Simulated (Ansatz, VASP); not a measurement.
# Cross-check of WS2 (Tungstenite) between VASP and Ansatz, part 2 of 2

One calculation is typed for both programs; each brings its own data sets. How far apart do they land? The cell is taken from a series of runs on this material, whose earlier steps may have relaxed, scaled, displaced or heated it; both programs get it as it stands.

VASP 6.6.1 and Ansatz 0.2.0.

So far. Step 3 (Ansatz: single point, PBEsol): The run ends at a pressure of -2.71 GPa, with forces up to 0.12 eV/Å.

## 6. VASP: single point, PBE with D3(BJ)

Level of this step: PBE with D3(BJ), no spin polarisation; plane waves and PAW (W, S) (VASP).

A single point gives forces, pressure and levels at one fixed geometry, so differences don't come from the geometry; what else differs is listed under the comparison.

Contents of INCAR:

```
SYSTEM = WS2
PREC = Accurate
ENCUT = 600
EDIFF = 1E-06
NELM = 120
ISMEAR = 0
SIGMA = 0.01
LREAL = .FALSE.
ALGO = Normal
GGA = PE
IVDW = 12
NBANDS = 24
LASPH = .TRUE.
LORBIT = 11
LWAVE = .FALSE.
LCHARG = .FALSE.
ISIF = 2
GGA_COMPAT = .FALSE.
EFERMI = MIDGAP
KPAR = 2
```

Contents of POSCAR:

```
WS2
1.0
    3.1800000000      0.0000000000      0.0000000000
   -1.5900000000      2.7539607840      0.0000000000
    0.0000000000      0.0000000000     13.1000000000
W S
2 4
Direct
    0.3333333333      0.6666666667      0.2270992366
    0.6666666667      0.3333333333      0.7270992366
    0.3333333333      0.6666666667      0.6078244275
    0.6666666667      0.3333333333      0.1078244275
    0.3333333333      0.6666666667      0.8463740458
    0.6666666667      0.3333333333      0.3463740458
```

Contents of KPOINTS:

```
Automatic mesh
0
Gamma
12 12 2
0 0 0
```

Potentials, in the order of the species: W and S (PBE family, release 64).

Command:

```sh
mpirun -np 2 vasp_std
```

Numbers of over 12 decimals in the logs are rounded to 6 here.

The log of the run:

```text
[banner, memory and clock lines left out]
running    2 mpi-ranks, on    1 nodes
[...]
LDA part: xc-table for (Slater+PW92), standard interpolation
 POSCAR, INCAR and KPOINTS ok, starting setup
[...]
entering main loop
       N       E                     dE             d eps       ncg     rms          rms(c)
DAV:   1     0.216459236361E+03    0.21646E+03   -0.17458E+04  1824   0.148E+03
DAV:   2    -0.316089168692E+02   -0.24807E+03   -0.23946E+03  2464   0.303E+02
DAV:   3    -0.499342722348E+02   -0.18325E+02   -0.18194E+02  2496   0.778E+01
DAV:   4    -0.503311343522E+02   -0.39686E+00   -0.39608E+00  2552   0.125E+01
[...]
DAV:  12    -0.474334821841E+02   -0.37270E-04   -0.46455E-04  2552   0.135E-01    0.495E-02
DAV:  13    -0.474334915513E+02   -0.93671E-05   -0.35685E-05  2488   0.351E-02    0.203E-02
DAV:  14    -0.474334916900E+02   -0.13872E-06   -0.21373E-06  1984   0.864E-03
   1 F= -.49801058E+02 E0= -.49801058E+02  d E =0.000000E+00
```

Parts of OUTCAR (step 6):

```text
 Edisp (eV)   -2.36757

  Total      -1.86113    -1.86113    -0.97625    -0.00000    -0.00000     0.00000
  in kB     -25.99148   -25.99148   -13.63371    -0.00000    -0.00000     0.00000
  external pressure =      -21.87 kB  Pullay stress =        0.00 kB

 POSITION                                       TOTAL-FORCE (eV/Angst)
 -----------------------------------------------------------------------------------
     -0.00000      1.83597      2.97500        -0.000000     -0.000000      0.000000
      1.59000      0.91799      9.52500         0.000000      0.000000      0.000000
     -0.00000      1.83597      7.96250         0.000000      0.000000     -0.124368
      1.59000      0.91799      1.41250        -0.000000     -0.000000     -0.124368
     -0.00000      1.83597     11.08750         0.000000     -0.000000      0.124368
      1.59000      0.91799      4.53750        -0.000000      0.000000      0.124368
 -----------------------------------------------------------------------------------
    total drift:                               -0.000000      0.000000     -0.000002

  FREE ENERGIE OF THE ION-ELECTRON SYSTEM (eV)
  ---------------------------------------------------
  free  energy   TOTEN  =       -49.8010575670 eV

  energy  without entropy=      -49.8010575670  energy(sigma->0) =      -49.80105757

[... 2 parts as in an earlier step ...]

[... 1 further part left out ...]
[key lines of the parts left out:]
E-fermi :   6.0238
```

The run ends at a pressure of -2.19 GPa, with forces up to 0.12 eV/Å.

## 7. Ansatz: single point, PBE with D3(BJ)

The same cell, functional and mesh now go to Ansatz, which takes its cutoff from its data sets.

The cell is taken from a series of runs on this material, whose earlier steps may have relaxed, scaled, displaced or heated it; both programs get it as it stands.

Contents of input.yaml:

```yaml
crystal:
  lattice:
    - [3.18, 0.0, 0.0]
    - [-1.59, 2.753960784, 0.0]
    - [0.0, 0.0, 13.1]
  atoms:
    - { symbol: W, position: [0.3333333333, 0.6666666667, 0.2270992366] }
    - { symbol: W, position: [0.6666666667, 0.3333333333, 0.7270992366] }
    - { symbol: S, position: [0.3333333333, 0.6666666667, 0.6078244275] }
    - { symbol: S, position: [0.6666666667, 0.3333333333, 0.1078244275] }
    - { symbol: S, position: [0.3333333333, 0.6666666667, 0.8463740458] }
    - { symbol: S, position: [0.6666666667, 0.3333333333, 0.3463740458] }
kpoints:
  mp_grid: { grid: [12, 12, 2] }
hamiltonian:
  xc: pbe
  pseudopotentials: { kind: paw, source: ansatz }
  dispersion: d3bj
scf:
  occupations: { method: fixed }
  n_extra_bands: 6
  convergence: { dr2_threshold: 1.0e-09 }
output:
  eigenvalues: true
  forces: true
  stress: true
```

Command:

```sh
ansatz run input.yaml --threads 16 --pin off --max-ram 73728MiB --backend cpu --events-out ev --progress --plain --runs-dir out
```

The log of the run:

```text
[...]
Crystal: 6 atoms, lattice volume = 114.724 Å³
Basis set: ecut = 760 eV, 5417 PW (Γ), exchange–correlation on 64×64×270 points (8 copies of the dense FFT grid, shifted against one another)
Bands: 46, of which v1, the nominal top of the filled ones, is band 40 counted from 1 (39 counted from 0)
Symmetry: 24 space group operations
[...]
k-points: 38 of 288
[...]
k-point 0: bands = [... 36 lower, 9.6775, 10.0414, 10.9138, 11.7964, 14.2043, 14.2043, 14.2088, 14.2088, ... 2 higher]
  k-point 1: bands = [... 36 lower, 9.6674, 9.6674, 11.5036, 11.5036, 14.2046, 14.2046, 14.2046, 14.2046, ... 2 higher]
  k-point 2: bands = [... 36 lower, 9.7300, 10.3233, 10.9087, 11.6277, 14.0693, 14.0968, 14.1469, 14.2262, ... 2 higher]
  k-point 37: bands = [... 36 lower, 8.9343, 8.9343, 11.3010, 11.3010, 13.1221, 13.1221, 14.6432, 14.6432, ... 2 higher]
[key lines of the parts left out:]
SCF converged after 11 iterations
Free energy (F): -39377.800182 eV
Fermi energy:    11.796389 eV
P = ⅓ Tr σ = -1.4882 GPa (-14.882 kbar)
```

The run ends at a pressure of -1.49 GPa, with forces up to 0.19 eV/Å.

## 8. Differences

What differs besides the data sets and the points named for the pairs above, as far as they apply: the data sets hold 80 valence electrons in Ansatz (on PAW files that the input asks for by source) and 36 in VASP. Total energies have different zeros and are not compared.

Both answers:

```csv
quantity,Ansatz,VASP,difference
pressure (GPa),-1.49,-2.19,+0.70
gap on the k mesh (eV),1.269,1.289,-0.020
```

Forces (eV/Å; atoms numbered as in POSCAR):

```csv
atom,"Ansatz x, y, z","VASP x, y, z"
W1,"0.000, 0.000, 0.000","0.000, 0.000, 0.000"
W2,"0.000, 0.000, 0.000","0.000, 0.000, 0.000"
S3,"0.000, 0.000, -0.195","0.000, 0.000, -0.124"
S4,"0.000, 0.000, -0.195","0.000, 0.000, -0.124"
S5,"0.000, 0.000, 0.195","0.000, 0.000, 0.124"
S6,"0.000, 0.000, 0.195","0.000, 0.000, 0.124"
```

The forces differ by 33 meV/Å r.m.s., which is 56.7 % of the r.m.s. force of 0.059 eV/Å (both taken over all components). A gap on the mesh is an upper bound, since the band edges may lie between its points; neither run holds spin-orbit coupling, which can move the band edges of a compound of W.

## 9. Ansatz: single point, PBEsol with D3(BJ)

A single point gives forces, pressure and levels at one fixed geometry, so differences don't come from the geometry; what else differs is listed under the comparison.

The cell is taken from a series of runs on this material, whose earlier steps may have relaxed, scaled, displaced or heated it; both programs get it as it stands.

input.yaml, as its differences from that of step 7:

```diff
@@ -15,3 +15,3 @@
 hamiltonian:
-  xc: pbe
+  xc: pbesol
   pseudopotentials: { kind: paw, source: ansatz }
```

The log of the run:

```text
[...]
Crystal: 6 atoms, lattice volume = 114.724 Å³
Basis set: ecut = 760 eV, 5417 PW (Γ), exchange–correlation on 64×64×270 points (8 copies of the dense FFT grid, shifted against one another)
Bands: 46, of which v1, the nominal top of the filled ones, is band 40 counted from 1 (39 counted from 0)
Symmetry: 24 space group operations
[...]
k-points: 38 of 288
[...]
k-point 0: bands = [... 36 lower, 9.5831, 9.9619, 10.7790, 11.6926, 14.0979, 14.0979, 14.1021, 14.1021, ... 2 higher]
  k-point 1: bands = [... 36 lower, 9.5730, 9.5730, 11.3950, 11.3950, 14.0983, 14.0983, 14.0983, 14.0983, ... 2 higher]
  k-point 2: bands = [... 36 lower, 9.6354, 10.2479, 10.7772, 11.5236, 13.9670, 13.9795, 14.0307, 14.1328, ... 2 higher]
  k-point 37: bands = [... 36 lower, 8.8541, 8.8541, 11.1886, 11.1886, 12.9995, 12.9995, 14.4928, 14.4928, ... 2 higher]
[key lines of the parts left out:]
SCF converged after 10 iterations
Free energy (F): -39051.682175 eV
Fermi energy:    11.692588 eV
P = ⅓ Tr σ = -5.7787 GPa (-57.787 kbar)
```

The run ends at a pressure of -5.78 GPa, with forces up to 0.11 eV/Å.

## 10. VASP: single point, PBEsol with D3(BJ)

The same cell, functional and mesh now go to VASP, with its own data sets.

INCAR, as its differences from that of step 6:

```diff
@@ -9,3 +9,3 @@
 ALGO = Normal
-GGA = PE
+GGA = PS
 IVDW = 12
```

POSCAR is that of step 6.

KPOINTS is that of step 6.

Command:

```sh
mpirun -np 2 vasp_std
```

The log of the run:

```text
[banner, memory and clock lines left out]
running    2 mpi-ranks, on    1 nodes
[...]
[... a notice as in an earlier step ...]

 LDA part: xc-table for (Slater+PW92), standard interpolation
 POSCAR, INCAR and KPOINTS ok, starting setup
[...]
entering main loop
       N       E                     dE             d eps       ncg     rms          rms(c)
[... 14 cycles as in an earlier step ...]
   1 F= -.52761987E+02 E0= -.52761987E+02  d E =0.000000E+00
```

From OUTCAR (step 10):

```text
 Edisp (eV)   -2.12486

  Total      -4.90240    -4.90240    -3.56939     0.00000     0.00000     0.00000
  in kB     -68.46419   -68.46419   -49.84806     0.00000     0.00000     0.00000
  external pressure =      -62.26 kB  Pullay stress =        0.00 kB

 POSITION                                       TOTAL-FORCE (eV/Angst)
 -----------------------------------------------------------------------------------
     -0.00000      1.83597      2.97500         0.000000      0.000000     -0.000000
      1.59000      0.91799      9.52500         0.000000     -0.000000     -0.000000
     -0.00000      1.83597      7.96250         0.000000      0.000000      0.144929
      1.59000      0.91799      1.41250        -0.000000     -0.000000      0.144929
     -0.00000      1.83597     11.08750         0.000000      0.000000     -0.144929
      1.59000      0.91799      4.53750        -0.000000     -0.000000     -0.144929
 -----------------------------------------------------------------------------------
    total drift:                               -0.000000      0.000000     -0.000002

  FREE ENERGIE OF THE ION-ELECTRON SYSTEM (eV)
  ---------------------------------------------------
  free  energy   TOTEN  =       -52.7619865889 eV

  energy  without entropy=      -52.7619865889  energy(sigma->0) =      -52.76198659

[... 2 parts as in an earlier step ...]

[... 1 further part left out ...]
[key lines of the parts left out:]
E-fermi :   5.9134
```

The run ends at a pressure of -6.23 GPa, with forces up to 0.14 eV/Å.

## 11. Comparison

What differs besides the data sets and the points named for the pairs above, as far as they apply: the data sets hold 80 valence electrons in Ansatz (on PAW files that the input asks for by source) and 36 in VASP. Total energies have different zeros and are not compared.

Compared:

```csv
quantity,Ansatz,VASP,difference
pressure (GPa),-5.78,-6.23,+0.45
gap on the k mesh (eV),1.232,1.253,-0.021
```

Forces (eV/Å; atoms numbered as in POSCAR):

```csv
atom,"Ansatz x, y, z","VASP x, y, z"
W1,"0.000, 0.000, 0.000","0.000, 0.000, 0.000"
W2,"0.000, 0.000, 0.000","0.000, 0.000, 0.000"
S3,"0.000, 0.000, 0.108","0.000, 0.000, 0.145"
S4,"0.000, 0.000, 0.108","0.000, 0.000, 0.145"
S5,"0.000, 0.000, -0.108","0.000, 0.000, -0.145"
S6,"0.000, 0.000, -0.108","0.000, 0.000, -0.145"
```

The forces differ by 18 meV/Å r.m.s., which is 25.7 % of the r.m.s. force of 0.068 eV/Å (both taken over all components). A gap on the mesh is an upper bound, since the band edges may lie between its points; neither run holds spin-orbit coupling, which can move the band edges of a compound of W.

## 12. What came out

```yaml
r_m_s_force_difference_single_point_pbesol: 18 meV/Å
r_m_s_force_difference_single_point_pbe_with_d3_bj: 33 meV/Å
difference_in_pressure_single_point_pbe_with_d3_bj: 0.70 GPa
r_m_s_force_difference_single_point_pbesol_with_d3_bj: 18 meV/Å
```

**Reading.** The r.m.s. force difference is 33 meV/Å (single point, PBE with D3(BJ)), beyond the 12 meV/Å picked in this series as the mark of a large difference. The data sets hold unlike numbers of valence electrons (80 in Ansatz and 36 in VASP), so part of the differences comes from the potentials. Single point, PBEsol, VASP with the data sets W_sv and S and a cutoff of 500 eV: r.m.s. force difference goes from 18 to 6.0 meV/Å; the difference in pressure goes from 0.45 to -0.018 GPa; the difference in gap on the k mesh goes from -0.021 to -0.012 eV. What causes the difference of the single point, PBE with D3(BJ) pair stays open here. What causes the difference of the single point, PBEsol with D3(BJ) pair stays open here. 5 further runs of this series are not shown here. Such differences can come from data sets, numerical settings and the points named under the comparisons, not from the functional's error against experiment.

[Lines on the potential files, build, host, timing and source positions are cut from VASP's logs without a mark.]

[Logs are printed without paths, hosts, clocks, repeated set-up lines and the standing remarks that a program may print on its own settings, such as how far it seeks lower states.]

[Hosts, paths, dates, database ids (printed as entryN), source tags and the programs' standing remarks are cut or masked in the printed files.]
